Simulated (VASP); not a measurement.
```
K
1.0
   -2.68335     2.67000     2.68335
    2.65665    -2.67000     2.65665
    2.68335     2.67000    -2.68335
K
1
Direct
  0.00000   0.00000   0.00000
```

Level of theory: r2SCAN meta-GGA, VASP's PBE PAW potentials (set 64) (plane waves; VASP 6.6.1). Numerical set-up: 480 eV cut-off, 10×10×10 Γ-centred mesh, first-order Methfessel-Paxton smearing of 0.10 eV, potentials K_sv.

Question: Predict the energy per atom (σ→0), band gap (on the k-mesh) with the smallest direct gap where there is one.

Answer: 
The band gap (on the k-mesh) comes out as none (metal, semimetal or under 0.01 eV) and the energy per atom (σ→0) is -6.008 eV/atom.

Total energies compare only between runs with the same potentials, cut-off and functional.

The compound is K in the bcc structure. This cell was strained or had an atom moved on purpose.
